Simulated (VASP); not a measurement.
Input of a VASP 6.6.1 run:

Contents of INCAR:

```
SYSTEM = In2GeO4
  PREC = Normal
  ENCUT = 520
  EDIFF = 1E-4
  ISMEAR = 0
  SIGMA = 0.15
  LREAL = .FALSE.
  LASPH = .TRUE.
  NELM = 60
  ALGO = Fast
  ISIF = 3
  LWAVE = .FALSE.
  LCHARG = .FALSE.
  GGA = PE
  IBRION = 2
  NSW = 24
  EDIFFG = -0.08
```

The input KPOINTS:

```
regular mesh
0
G
  5 5 5
  0 0 0
```

The input POSCAR:

```
In2GeO4
1.0
    1.7750000000      1.0247967300      9.1666666700
   -1.7750000000      1.0247967300      9.1666666700
    0.0000000000     -2.0495934600      9.1666666700
In Ge O
2 1 4
Direct
    0.7850000000      0.7850000000      0.7850000000
    0.2150000000      0.2150000000      0.2150000000
    0.0000000000      0.0000000000      0.0000000000
    0.1280000000      0.1280000000      0.1280000000
    0.7080000000      0.7080000000      0.7080000000
    0.8720000000      0.8720000000      0.8720000000
    0.2920000000      0.2920000000      0.2920000000
```

Potentials or basis: VASP PAW PBE potentials, release 64 (In_d, Ge_d, O).

Run with:

```console
$ cat potpaw_PBE.64/In_d/POTCAR potpaw_PBE.64/Ge_d/POTCAR potpaw_PBE.64/O/POTCAR > POTCAR
$ mpirun -np 1 vasp_std > vasp.out
```

Q: What does it give for the space group after relaxing (to 0.05 Å)?

A: R-3m (No. 166).

Q: Estimate the relaxed cell.

A: a = 9.364 Å, b = 9.364 Å, c = 9.364 Å, α = 22.47°, β = 22.47°, γ = 22.47°.

Q: Predict the band gap on the k mesh.

A: None (metal or under the smearing width).

Q: What does it give for the relaxed volume?

A: 15.03 Å³/atom.

Final structure:
```yaml
crystal:
  lattice:
    - [1.82455, 1.05341, 9.12400]
    - [-1.82455, 1.05341, 9.12400]
    - [0.00000, -2.10681, 9.12400]
  atoms:
    - { symbol: In, position: [0.78097, 0.78097, 0.78097] }
    - { symbol: In, position: [0.21903, 0.21903, 0.21903] }
    - { symbol: Ge, position: [0.00000, 0.00000, 0.00000] }
    - { symbol: O, position: [0.13292, 0.13292, 0.13292] }
    - { symbol: O, position: [0.70621, 0.70621, 0.70621] }
    - { symbol: O, position: [0.86708, 0.86708, 0.86708] }
    - { symbol: O, position: [0.29379, 0.29379, 0.29379] }
```

Caveat: the k mesh is coarse (spacing up to 0.41 Å⁻¹), so the values aren't converged.
